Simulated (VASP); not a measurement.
# Sr2MgAl3: Ti into a neighbouring Al vacancy

Wanted: the minimum-energy path in Sr2MgAl3 for this move: Ti into a neighbouring Al vacancy. The start is a cell from a database of measured crystal structures.

Program: VASP 6.6.1. Level of theory: PBE; plane waves and PAW (Sr_sv, Al, Mg), in the first sound run; inputs show where later runs differ. Results are calculated unless marked as measured.

## (1) The host crystal

The structure is hexagonal, space group P6_3/mmc (No. 194). Conventional cell: a = 6.370 Å, b = 6.370 Å, c = 10.140 Å, α = 90.00°, β = 90.00°, γ = 120.00°. Nearest to Sr lie 9 Al at 3.64 to 3.72 Å and 3 Mg at 3.73 Å and 4 Sr at 3.86 to 3.87 Å. Nearest to Al lie 2 Mg at 3.13 Å and 4 Al at 3.18 to 3.19 Å and 6 Sr at 3.64 to 3.72 Å. Nearest to Mg lie 6 Al at 3.13 Å and 6 Sr at 3.73 Å. Farther neighbours are not listed.

## (2) Relax the host

First cell and atoms are relaxed at a raised cutoff, so that later runs start from this functional's own cell.

Contents of INCAR:

```
SYSTEM = Sr2MgAl3
PREC = Normal
ENCUT = 350
EDIFF = 1E-05
NELM = 120
ISMEAR = 1
SIGMA = 0.15
LREAL = Auto
ALGO = Fast
GGA = PE
NBANDS = 43
LORBIT = 11
LWAVE = .FALSE.
LCHARG = .FALSE.
NCORE = 3
LASPH = .TRUE.
IBRION = 2
NSW = 40
ISIF = 3
EDIFFG = -0.03
POTIM = 0.4
```

Contents of POSCAR:

```
Sr2MgAl3
1.0
    6.3699000000      0.0000000000      0.0000000000
   -3.1849500000      5.5164952196      0.0000000000
    0.0000000000      0.0000000000     10.1400000000
Sr Al Mg
4 6 2
Direct
    0.6666666667      0.3333333333      0.9403800000
    0.3333333333      0.6666666667      0.4403800000
    0.6666666667      0.3333333333      0.5596200000
    0.3333333333      0.6666666667      0.0596200000
    0.6672000000      0.8336000000      0.7500000000
    0.8336000000      0.1664000000      0.2500000000
    0.1664000000      0.3328000000      0.7500000000
    0.3328000000      0.1664000000      0.2500000000
    0.1664000000      0.8336000000      0.7500000000
    0.8336000000      0.6672000000      0.2500000000
    0.0000000000      0.0000000000      0.5000000000
    0.0000000000      0.0000000000      0.0000000000
```

Contents of KPOINTS:

```
Automatic mesh
0
Gamma
3 3 2
0 0 0
```

PAW data sets: Sr_sv, Al and Mg (PBE family, release 64).

Command:

```sh
mpirun -np 3 vasp_std
```

The log of the run:

```text
[banner, memory and clock lines left out]
running    3 mpi-ranks, on    1 nodes
 distrk:  each k-point on    3 cores,    1 groups
 distr:  one band on    3 cores,    1 groups

 POSCAR found type information on POSCAR SrAlMg
 POSCAR found :  3 types and      12 ions
 LDA part: xc-table for (Slater+PW92), standard interpolation
 POSCAR, INCAR and KPOINTS ok, starting setup
 FFT: planning ... GRIDC
 FFT: planning ... GRID_SOFT
 FFT: planning ... GRID
 WAVECAR not read
 entering main loop
       N       E                     dE             d eps       ncg     rms          rms(c)
DAV:   1     0.252639289279E+03    0.25264E+03   -0.20677E+04   524   0.873E+02
DAV:   2    -0.812975289970E+01   -0.26077E+03   -0.25306E+03   606   0.214E+02
DAV:   3    -0.312455045300E+02   -0.23116E+02   -0.22649E+02   752   0.468E+01
DAV:   4    -0.328097103779E+02   -0.15642E+01   -0.15569E+01   768   0.117E+01
DAV:   5    -0.328617506654E+02   -0.52040E-01   -0.52034E-01   709   0.204E+00    0.276E+01
RMM:   6    -0.327200504758E+02    0.14170E+00   -0.20874E-01   528   0.178E+00    0.161E+01
RMM:   7    -0.326779308435E+02    0.42120E-01   -0.31779E-01   552   0.254E+00    0.753E-01
RMM:   8    -0.326756611602E+02    0.22697E-02   -0.70800E-02   599   0.906E-01    0.318E-01
RMM:   9    -0.326784106366E+02   -0.27495E-02   -0.28081E-02   785   0.396E-01    0.249E-01
RMM:  10    -0.326789343229E+02   -0.52369E-03   -0.55429E-03   798   0.175E-01    0.198E-01
RMM:  11    -0.326790089941E+02   -0.74671E-04   -0.21380E-03   670   0.146E-01    0.779E-02
RMM:  12    -0.326791163709E+02   -0.10738E-03   -0.11698E-03   741   0.784E-02    0.351E-02
RMM:  13    -0.326791589782E+02   -0.42607E-04   -0.48831E-04   632   0.457E-02    0.244E-02
RMM:  14    -0.326791792486E+02   -0.20270E-04   -0.17432E-04   592   0.323E-02    0.270E-02
RMM:  15    -0.326791903438E+02   -0.11095E-04   -0.10368E-04   515   0.239E-02    0.116E-02
RMM:  16    -0.326791939092E+02   -0.35654E-05   -0.51963E-05   426   0.158E-02
   1 F= -.32679194E+02 E0= -.32683996E+02  d E =-.326792E+02
 curvature:   0.00 expect dE= 0.000E+00 dE for cont linesearch  0.000E+00
 trial: gam= 0.00000 g(F)=  0.149E-01 g(S)=  0.115E+01 ort = 0.000E+00 (trialstep = 0.100E+01)
 search vector abs. value=  0.117E+01
 bond charge predicted
       N       E                     dE             d eps       ncg     rms          rms(c)
DAV:   1    -0.361774375245E+02   -0.34982E+01   -0.74711E+01   562   0.371E+01    0.174E+01
RMM:   2    -0.341612988836E+02    0.20161E+01   -0.57399E+00   616   0.103E+01    0.506E+00
RMM:   3    -0.335463895272E+02    0.61491E+00   -0.15516E+00   606   0.528E+00    0.278E+00
RMM:   4    -0.334764859252E+02    0.69904E-01   -0.76531E-01   662   0.272E+00    0.161E+00
RMM:   5    -0.335153470711E+02   -0.38861E-01   -0.32065E-01   654   0.131E+00    0.826E-01
RMM:   6    -0.335268321892E+02   -0.11485E-01   -0.43729E-02   785   0.519E-01    0.598E-01
RMM:   7    -0.335336396341E+02   -0.68074E-02   -0.30623E-02   765   0.457E-01    0.178E-01
RMM:   8    -0.335344421644E+02   -0.80253E-03   -0.65161E-03   776   0.214E-01    0.213E-01
RMM:   9    -0.335348803767E+02   -0.43821E-03   -0.30222E-03   770   0.150E-01    0.324E-01
RMM:  10    -0.335348145607E+02    0.65816E-04   -0.10316E-03   670   0.144E-01    0.474E-02
RMM:  11    -0.335348595269E+02   -0.44966E-04   -0.46371E-04   697   0.726E-02    0.223E-02
RMM:  12    -0.335348850857E+02   -0.25559E-04   -0.20992E-04   577   0.413E-02    0.133E-02
RMM:  13    -0.335348965179E+02   -0.11432E-04   -0.89599E-05   502   0.265E-02    0.644E-03
RMM:  14    -0.335349011194E+02   -0.46015E-05   -0.50520E-05   425   0.189E-02
   2 F= -.33534901E+02 E0= -.33538253E+02  d E =-.855707E+00
[...]
WARNING in EDDRMM: call to ZHEGV failed, returncode =   8  4     23
[... from here on, the cycles between the ionic steps are left out ...]
   3 F= -.33677495E+02 E0= -.33679286E+02  d E =-.998301E+00
   4 F= -.33678904E+02 E0= -.33680564E+02  d E =-.999710E+00
   5 F= -.33706133E+02 E0= -.33706653E+02  d E =-.272290E-01
[...]
WARNING in EDDRMM: call to ZHEGV failed, returncode =   8  4     17
   6 F= -.33758263E+02 E0= -.33755293E+02  d E =-.793584E-01
[...]
WARNING in EDDRMM: call to ZHEGV failed, returncode =   6  3     24
   7 F= -.33697206E+02 E0= -.33691211E+02  d E =-.183017E-01
   8 F= -.33765825E+02 E0= -.33761626E+02  d E =-.869203E-01
   9 F= -.33766007E+02 E0= -.33761673E+02  d E =-.871025E-01
  10 F= -.33770254E+02 E0= -.33767252E+02  d E =-.424716E-02
  11 F= -.33770272E+02 E0= -.33767447E+02  d E =-.426542E-02
 curvature:  -1.27 expect dE=-0.121E-02 dE for cont linesearch -0.234E-07
 trial: gam= 0.27519 g(F)=  0.606E-04 g(S)=  0.895E-03 ort = 0.851E-05 (trialstep = 0.218E+01)
 search vector abs. value=  0.126E-02
 bond charge predicted
       N       E                     dE             d eps       ncg     rms          rms(c)
DAV:   1    -0.337744158610E+02   -0.41462E-02   -0.33062E-01   557   0.240E+00    0.434E-01
RMM:   2    -0.337721278771E+02    0.22880E-02   -0.12360E-02   579   0.491E-01    0.208E-01
RMM:   3    -0.337710342622E+02    0.10936E-02   -0.33324E-03   590   0.253E-01    0.126E-01
RMM:   4    -0.337710271958E+02    0.70664E-05   -0.49818E-04   680   0.864E-02    0.979E-02
RMM:   5    -0.337710276054E+02   -0.40966E-06   -0.14520E-04   621   0.424E-02    0.207E-02
RMM:   6    -0.337710301309E+02   -0.25255E-05   -0.10323E-04   576   0.325E-02    0.782E-03
RMM:   7    -0.337710339002E+02   -0.37693E-05   -0.25277E-05   432   0.171E-02
  12 F= -.33771034E+02 E0= -.33769050E+02  d E =-.761685E-03
 trial-energy change:   -0.000762  1 .order   -0.000790   -0.002085    0.000504
 step:   1.7517(harm=  1.7517)  dis= 0.00289  next Energy=   -33.771111 (dE=-0.839E-03)
 reached required accuracy - stopping structural energy minimisation
```

Elapsed: 80 s, on 3 MPI ranks of AMD EPYC 7R43, shared host; peak memory 0.37 GiB; 3.9 min of CPU time.

The logs omit lines about the potential files and the build; timing stands in the text.

From OUTCAR (step 2):

```text
ion  position               nearest neighbor table
   1  0.667  0.333  0.940-   6 3.64   8 3.64  10 3.64   7 3.72   5 3.72   9 3.72   9 3.72   7 3.72
                             5 3.72  12 3.73  12 3.73  12 3.73   3 3.86   4 3.87   4 3.87   4 3.87
   2  0.333  0.667  0.440-   9 3.64   5 3.64   7 3.64  10 3.72   8 3.72   6 3.72   6 3.72  10 3.72
                             8 3.72  11 3.73  11 3.73  11 3.73   4 3.86   3 3.87   3 3.87   3 3.87
   3  0.667  0.333  0.560-   6 3.64   8 3.64  10 3.64   7 3.72   5 3.72   9 3.72   9 3.72   7 3.72
                             5 3.72  11 3.73  11 3.73  11 3.73   1 3.86   2 3.87   2 3.87   2 3.87
   4  0.333  0.667  0.060-   9 3.64   5 3.64   7 3.64  10 3.72   8 3.72   6 3.72   6 3.72  10 3.72
                             8 3.72  12 3.73  12 3.73  12 3.73   2 3.86   1 3.87   1 3.87   1 3.87
   5  0.667  0.834  0.750-  11 3.13  12 3.13   9 3.18   7 3.18   9 3.19   7 3.19   2 3.64   4 3.64
                             3 3.72   1 3.72   1 3.72   3 3.72
   6  0.834  0.166  0.250-  11 3.13  12 3.13   8 3.18  10 3.18   8 3.19  10 3.19   3 3.64   1 3.64
                             4 3.72   2 3.72   2 3.72   4 3.72
   7  0.166  0.333  0.750-  11 3.13  12 3.13   5 3.18   9 3.18   5 3.19   9 3.19   2 3.64   4 3.64
                             3 3.72   1 3.72   3 3.72   1 3.72
   8  0.333  0.166  0.250-  11 3.13  12 3.13   6 3.18  10 3.18   6 3.19  10 3.19   1 3.64   3 3.64
                             2 3.72   4 3.72   2 3.72   4 3.72
   9  0.166  0.834  0.750-  11 3.13  12 3.13   5 3.18   7 3.18   5 3.19   7 3.19   4 3.64   2 3.64
                             1 3.72   3 3.72   3 3.72   1 3.72
  10  0.834  0.667  0.250-  11 3.13  12 3.13   6 3.18   8 3.18   6 3.19   8 3.19   1 3.64   3 3.64
                             2 3.72   4 3.72   4 3.72   2 3.72
  11  0.000  0.000  0.500-   5 3.13   8 3.13   6 3.13   9 3.13   7 3.13  10 3.13   2 3.73   3 3.73
                             3 3.73   2 3.73   3 3.73   2 3.73
  12  0.000  0.000  0.000-   5 3.13   8 3.13   6 3.13   9 3.13   7 3.13  10 3.13   1 3.73   4 3.73
                             1 3.73   4 3.73   1 3.73   4 3.73

  LATTYP: Found a hexagonal cell.
 ALAT       =     6.3699000000
 C/A-ratio  =     1.5918617247

 Subroutine GETGRP returns: Found 24 space group operations
 (whereof 12 operations were pure point group operations)

The static configuration has the point symmetry D_3d.
 The point group associated with its full space group is D_6h.

 Found      6 irreducible k-points:

   k-points           NKPTS =      6   k-points in BZ     NKDIM =      6   number of bands    NBANDS=     43

   dimension x,y,z NGX =    30 NGY =   30 NGZ =   48
   dimension x,y,z NGXF=    60 NGYF=   60 NGZF=   96

   ENCUT  =  350.0 eV  25.72 Ry    5.07 a.u.   9.72  9.72 15.47*2*pi/ulx,y,z

   NELECT =      62.0000    total number of electrons

 k-points in reciprocal lattice and weights: Automatic mesh
   0.00000000  0.00000000  0.00000000       0.056
   0.33333333 -0.00000000  0.00000000       0.333
   0.33333333  0.33333333  0.00000000       0.111
   0.00000000  0.00000000  0.50000000       0.056
   0.33333333 -0.00000000  0.50000000       0.333
   0.33333333  0.33333333  0.50000000       0.111

 average (electrostatic) potential at core
       1 -37.1801       2 -37.1801       3 -37.1801       4 -37.1801       5 -76.2165
       6 -76.2165       7 -76.2165       8 -76.2165       9 -76.2165      10 -76.2165
      11 -37.3322      12 -37.3322

 E-fermi :   4.0823

 k-point     1 :       0.0000    0.0000    0.0000
  band No.  band energies     occupation
    ...
     28       2.6411      2.00000
     29       2.9433      2.00000
     30       2.9433      2.00000
     31       3.3202      2.00000
     32       3.3202      2.00000
     33       4.2397     -0.05904
     34       4.8260     -0.00000
     35       4.8260     -0.00000
     36       5.1619     -0.00000
     37       5.7017     -0.00000
    ...

 k-point     2 :       0.3333   -0.0000    0.0000
  band No.  band energies     occupation
    ...
     28       3.6343      2.00020
     29       3.7582      2.00919
     30       3.8492      2.05042
     31       3.9746      1.93197
     32       4.0891      0.92353
     33       4.5291     -0.00021
     34       4.6421     -0.00000
     35       5.0138     -0.00000
     36       5.7143     -0.00000
     37       5.8462     -0.00000
    ...

 k-point     3 :       0.3333    0.3333    0.0000
  band No.  band energies     occupation
    ...
     26       3.3934      2.00000
     27       3.5030      2.00000
     28       3.5398      2.00000
     29       3.5398      2.00000
     30       3.5827      2.00003
     31       4.1446      0.35998
     32       4.1446      0.35998
     33       4.8094     -0.00000
     34       4.8850     -0.00000
     35       4.8850     -0.00000
    ...

  Total       -0.0924633     -0.0924633      0.1340596      0.0000000      0.0000000      0.0000000
  in kB       -0.4928158     -0.4928158      0.7145184      0.0000000      0.0000000      0.0000000
  external PRESSURE =      -0.0903711 kB  Pullay stress =       0.0000000 kB

  energy-cutoff  :      350.00
  volume of cell :      300.60
      direct lattice vectors                 reciprocal lattice vectors
     6.029078678 -0.000000000  0.000000000     0.165862821  0.095760945 -0.000000000
    -3.014539339  5.221335296 -0.000000000     0.000000000  0.191521889 -0.000000000
    -0.000000000  0.000000000  9.549103997    -0.000000000  0.000000000  0.104721867

 POSITION                                       TOTAL-FORCE (eV/Angst)
 -----------------------------------------------------------------------------------
      3.01454      1.74045      8.89863         0.000000      0.000000     -0.004481
     -0.00000      3.48089      4.12408         0.000000      0.000000     -0.004481
      3.01454      1.74045      5.42502         0.000000      0.000000      0.004481
     -0.00000      3.48089      0.65047         0.000000      0.000000      0.004481
      1.44343      4.31425      7.16183         0.002969      0.001714     -0.000000
      4.45797      0.90708      2.38728         0.002969     -0.001714      0.000000
      0.00000      1.81416      7.16183         0.000000     -0.003428      0.000000
      1.57111      0.90708      2.38728        -0.002969     -0.001714      0.000000
     -1.44343      4.31425      7.16183        -0.002969      0.001714     -0.000000
      3.01454      3.40717      2.38728         0.000000      0.003428     -0.000000
     -0.00000      0.00000      4.77455         0.000000      0.000000     -0.000000
     -0.00000      0.00000      0.00000         0.000000      0.000000     -0.000000
 -----------------------------------------------------------------------------------
    total drift:                               -0.000000      0.000000      0.000000

  FREE ENERGIE OF THE ION-ELECTRON SYSTEM (eV)
  ---------------------------------------------------
  free  energy   TOTEN  =       -33.7710339002 eV

  energy  without entropy=      -33.7650814263  energy(sigma->0) =      -33.76904974

 reached required accuracy - stopping structural energy minimisation

 total charge
# of ion       s       p       d       tot
------------------------------------------
    1        2.029   5.752   0.273   8.054
    2        2.029   5.752   0.273   8.054
    3        2.029   5.752   0.273   8.054
    4        2.029   5.752   0.273   8.054
    5        0.433   0.332   0.000   0.765
    6        0.433   0.332   0.000   0.765
    7        0.433   0.332   0.000   0.765
    8        0.433   0.332   0.000   0.765
    9        0.433   0.332   0.000   0.765
   10        0.433   0.332   0.000   0.765
   11        0.193   0.154   0.013   0.360
   12        0.193   0.154   0.013   0.360
--------------------------------------------------
tot         11.101  25.308   1.118  37.527

[... 3 further parts left out ...]
```

CONTCAR:

```
Sr2MgAl3
   1.00000000000000
     6.0290786776136143   -0.0000000000000000    0.0000000000000000
    -3.0145393388068071    5.2213352962565809   -0.0000000000000000
    -0.0000000000000000    0.0000000000000000    9.5491039970901213
  Sr              Al              Mg
     4     6     2
Direct
     0.6666666667000030    0.3333333332999970    0.9318812930705004
     0.3333333332999970    0.6666666667000030    0.4318812930705004
     0.6666666667000030    0.3333333332999970    0.5681187069294996
     0.3333333332999970    0.6666666667000030    0.0681187069294996
     0.6525483080670808    0.8262741540335369    0.7500000000000000
     0.8262741540335369    0.1737258459664631    0.2500000000000000
     0.1737258459664631    0.3474516919329192    0.7500000000000000
     0.3474516919329191    0.1737258459664631    0.2500000000000000
     0.1737258459664631    0.8262741540335369    0.7500000000000000
     0.8262741540335369    0.6525483080670808    0.2500000000000000
     0.0000000000000000    0.0000000000000000    0.5000000000000000
     0.0000000000000000    0.0000000000000000    0.0000000000000000
```

The k-mesh is coarse for a metal. After so large a change of volume the plane waves of the start cell no longer fit, so the final stress carries a basis-set error. The run keeps the 24 symmetry operations of its start, so it cannot find a distortion of lower symmetry.

Relaxation path:

```
step  energy less that of the first step (eV)  largest force (eV/Å)  pressure (GPa)  volume (Å³)
   1                                   0.0000                0.2337           -4.90       356.31
   2                                  -0.8557                0.2420           -2.22       320.16
   3                                  -0.9983                0.2516           -0.18       302.91
   4                                  -0.9997                0.2599            0.08       300.89
   5                                  -1.0269                0.2326            0.09       300.58
   6                                  -1.0791                0.1273            0.14       299.64
   7                                  -1.0180                0.3169            0.57       297.73
   8                                  -1.0866                0.0607            0.19       299.21
   9                                  -1.0868                0.0591            0.20       299.15
  10                                  -1.0911                0.0274           -0.11       301.34
  11                                  -1.0911                0.0198           -0.14       301.61
  12                                  -1.0918                0.0045           -0.01       300.60
```

```
conventional cell, symmetrised  before  after   change
                         a (Å)   6.370  6.029   -5.4 %
                         b (Å)   6.370  6.029   -5.4 %
                         c (Å)  10.140  9.549   -5.8 %
              volume (Å³/atom)   29.69  25.05  -15.6 %
```

The atoms that moved most (Å, as changes of fractional coordinates times the final cell):

```
atom      dx      dy      dz  length
 Sr1   0.000   0.000  -0.081   0.081
 Sr2   0.000   0.000  -0.081   0.081
 Sr3   0.000   0.000   0.081   0.081
 Sr4   0.000   0.000   0.081   0.081
 Al6  -0.066   0.038   0.000   0.077
 Al9   0.066  -0.038   0.000   0.077
Al10   0.000  -0.077   0.000   0.077
 Al7   0.000   0.077   0.000   0.077
```

The relaxed structure:

```xyz
12
Lattice="6.0291 0.0000 0.0000 -3.0145 5.2213 0.0000 0.0000 0.0000 9.5491" Properties=species:S:1:pos:R:3 pbc="T T T"
Sr    3.0145    1.7404    8.8986
Sr    0.0000    3.4809    4.1241
Sr    3.0145    1.7404    5.4250
Sr    0.0000    3.4809    0.6505
Al    1.4434    4.3143    7.1618
Al    4.4580    0.9071    2.3873
Al    0.0000    1.8142    7.1618
Al    1.5711    0.9071    2.3873
Al   -1.4434    4.3143    7.1618
Al    3.0145    3.4072    2.3873
Mg    0.0000    0.0000    4.7746
Mg    0.0000    0.0000    0.0000
```

Numbers from this step:

```yaml
electronic_cycles: 116
electrons: 62
free_energy_toten: -33.77 eV
energy_at_zero_smearing: -33.77 eV
fermi_energy: 4.082 eV
labelled_metallic_from_the_levels_on_this_mesh: yes
```

The run ended after 12 ionic steps, 1.092 eV below its first step, once forces and stress met EDIFFG = -0.03.

An edge changed by 6 % against the database cell. In a metal the coarse mesh may share the blame.

(Part 1 of 5 ends here.)

[Lines on the potential files, build, host, timing and source positions are cut from VASP's logs without a mark.]

[Logs are printed without paths, hosts, clocks, repeated set-up lines and the standing remarks that a program may print on its own settings, such as how far it seeks lower states.]

[Hosts, paths, dates, database ids (printed as entryN), source tags and the programs' standing remarks are cut or masked in the printed files.]

[Runs that stopped without an error message from VASP are left out.]
